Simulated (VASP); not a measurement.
Level of theory: PBE GGA, VASP's PBE PAW potentials (set 64) (plane waves; VASP 6.6.1).

Input for VASP

**INCAR**
```
NELM = 100   # most electronic steps
LCHARG = .FALSE.
PREC = Accurate
ISMEAR = 1   # Methfessel-Paxton
EDIFFG = -0.01   # ionic stop
IBRION = 2   # conjugate gradients
SYSTEM = Li
NSW = 60   # most ionic steps
GGA = PE
LWAVE = .FALSE.
LREAL = .FALSE.   # projection in real space or not
ISIF = 3
LASPH = .TRUE.   # aspherical one-centre terms
EDIFF = 1E-6
SIGMA = 0.1
ENCUT = 530
ALGO = Normal   # blocked Davidson
```

### KPOINTS
```
Automatic mesh
0
Gamma
  13 13 13
0 0 0
```

File POSCAR:
```
Li
1.0
 -1.7145512458   1.7145512458   1.7145512458
  1.7145512458  -1.7145512458   1.7145512458
  1.7145512458   1.7145512458  -1.7145512458
Li
1
Cart
  0.0000000000   0.0000000000   0.0000000000
```

POTCAR, in this order: Li_sv (PBE.64 set). Program: vasp_std.

The resulting files:

**OSZICAR**
```
       N       E                     dE             d eps       ncg     rms          rms(c)
DAV:   1     0.493803994679E+00    0.49380E+00   -0.72424E+02   860   0.430E+02
DAV:   2    -0.178213353036E+01   -0.22759E+01   -0.21485E+01  1190   0.575E+01
DAV:   3    -0.190317547881E+01   -0.12104E+00   -0.11533E+00  1075   0.913E+00
DAV:   4    -0.190710953898E+01   -0.39341E-02   -0.39339E-02  1075   0.149E+00
DAV:   5    -0.190714475991E+01   -0.35221E-04   -0.35221E-04  1065   0.134E-01    0.211E-01
DAV:   6    -0.190604316328E+01    0.11016E-02   -0.31200E-04  1365   0.106E-01    0.120E-01
DAV:   7    -0.190554088530E+01    0.50228E-03   -0.71749E-04  1430   0.167E-01    0.283E-02
DAV:   8    -0.190553959172E+01    0.12936E-05   -0.94566E-06   875   0.375E-02    0.132E-03
DAV:   9    -0.190553711021E+01    0.24815E-05   -0.46941E-07   680   0.101E-02    0.328E-04
DAV:  10    -0.190553613048E+01    0.97973E-06   -0.66073E-08   440   0.388E-03
   1 F= -.19055361E+01 E0= -.19055353E+01  d E =-.190554E+01
```

**OUTCAR**
```
------------------------ aborting loop because EDIFF is reached ----------------------------------------
  FORCE on cell =-STRESS in cart. coord.  units (eV):
  Direction    XX          YY          ZZ          XY          YZ          ZX
  --------------------------------------------------------------------------------------
  Total       -0.0014010     -0.0014010     -0.0014010      0.0000000      0.0000000     -0.0000000
  in kB       -0.1113388     -0.1113388     -0.1113388      0.0000000      0.0000000     -0.0000000
  external PRESSURE =      -0.1113388 kB  Pullay stress =       0.0000000 kB
  volume of cell :       20.16
      direct lattice vectors                 reciprocal lattice vectors
    -1.714551246  1.714551246  1.714551246     0.000000000  0.291621496  0.291621496
     1.714551246 -1.714551246  1.714551246     0.291621496  0.000000000  0.291621496
     1.714551246  1.714551246 -1.714551246     0.291621496  0.291621496  0.000000000
 POSITION                                       TOTAL-FORCE (eV/Angst)
 -----------------------------------------------------------------------------------
      0.00000      0.00000      0.00000         0.000000      0.000000      0.000000
 -----------------------------------------------------------------------------------
    total drift:                               -0.000000     -0.000000      0.000000
  FREE ENERGIE OF THE ION-ELECTRON SYSTEM (eV)
  ---------------------------------------------------
  free  energy   TOTEN  =        -1.9055361305 eV

  energy  without entropy=       -1.9055336735  energy(sigma->0) =       -1.90553531

 reached required accuracy - stopping structural energy minimisation
```
(Selected blocks of OUTCAR.)

The compound is Li in the bcc structure. It was relaxed first, which changed the volume by -5 %. The start is the result of an earlier pass.
